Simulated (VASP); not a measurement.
Input:

```
Li2S
1.0
    0.00000     2.83033     2.83033
    2.83033     0.00000     2.83033
    2.83033     2.83033     0.00000
Li S
2 1
Direct
  0.25000   0.25000   0.25000
  0.75000   0.75000   0.75000
  0.00000   0.00000   0.00000
```

The numbers are results of TPSS meta-GGA, VASP's PBE PAW potentials (set 64) (plane waves; VASP), not measurements. Run with 520 eV cut-off, 8×8×8 Γ-centred mesh, tetrahedra with Blöchl corrections, potentials Li_sv S.

Task: Give the energies of bands 4 to 9 at the high-symmetry points, in eV from the valence-band maximum.

Result: 
| band | Γ | X | U | L | W |
|---|---|---|---|---|---|
| 4 | 0.00 | -2.25 | -2.15 | -3.00 | -1.89 |
| 5 | 0.00 | -1.46 | -2.04 | -0.52 | -1.89 |
| 6 | 0.00 | -1.46 | -1.18 | -0.52 | -1.82 |
| 7 | 4.51 | 3.42 | 4.67 | 6.50 | 5.53 |
| 8 | 6.54 | 7.44 | 8.41 | 6.82 | 7.64 |
| 9 | 6.54 | 11.57 | 9.91 | 6.82 | 9.32 |

The gap is indirect, 3.42 eV, from the valence maximum at Γ to the conduction minimum at X.

The compound is Li2S in the antifluorite structure. It was relaxed first.
